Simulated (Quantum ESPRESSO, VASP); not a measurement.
VASP ran on this input.

KPOINTS:
```
Regular mesh
0
Gamma
  8 8 8
0 0 0
```

**POSCAR**
```
CrB
1
    1.4516950000    -3.8991450000     0.0000000000
    1.4516950000     3.8991450000     0.0000000000
    0.0000000000     0.0000000000     2.9019500000
Cr B
2 2
Direct
  0.8546200000   0.1453800000   0.7500000000
  0.1453800000   0.8546200000   0.2500000000
  0.5649400000   0.4350600000   0.7500000000
  0.4350600000   0.5649400000   0.2500000000
```

### INCAR
```
ALGO  =  Normal
EDIFF  =  1E-6
ENCUT  =  400
GGA  =  PS
ISIF  =  2
ISMEAR  =  -1
LASPH  =  .TRUE.
LCHARG  =  .FALSE.
LMAXMIX  =  4
LREAL  =  .FALSE.
LWAVE  =  .FALSE.
NELM  =  100
PREC  =  Accurate
SIGMA  =  0.1
SYSTEM  =  CrB
```

POTCAR, in this order: Cr_pv B (PBE.64 set). Program: vasp_std.

### Question
Translate it to Quantum ESPRESSO.

### Answer
One input that does it (PBEsol, GBRV 1.5 ultrasoft (PBESOL) pseudopotentials):
```
&CONTROL
  calculation = 'scf'
  prefix = 'crb'
  outdir = './out'
  pseudo_dir = './'
  verbosity = 'high'
  tprnfor = .true.
  tstress = .true.
/
&SYSTEM
  ibrav = 0
  nat = 4
  ntyp = 2
  ecutwfc = 50
  ecutrho = 400
  occupations = 'smearing'
  smearing = 'fd'
  degauss = 0.0073499
/
&ELECTRONS
  conv_thr = 1.0e-11
/
ATOMIC_SPECIES
Cr    51.9961  cr_pbesol_v1.5.uspp.F.UPF
B     10.8100  b_pbesol_v1.4.uspp.F.UPF
CELL_PARAMETERS {angstrom}
   1.45169500    -3.89914500     0.00000000
   1.45169500     3.89914500     0.00000000
   0.00000000     0.00000000     2.90195000
ATOMIC_POSITIONS {crystal}
Cr    0.85462000    0.14538000    0.75000000
Cr    0.14538000    0.85462000    0.25000000
B     0.56494000    0.43506000    0.75000000
B     0.43506000    0.56494000    0.25000000
K_POINTS {automatic}
8 8 8  0 0 0
```
Both inputs were run and reached self-consistency, which says nothing on mesh or cut-off. Potentials, basis and cut-offs are each code's own, so they don't translate, and total energies aren't comparable.

The structure comes from a computed database's CrB entry (Cmcm); how it stands against other phases isn't given here. The cell was not relaxed at this level, and it may have been scaled.
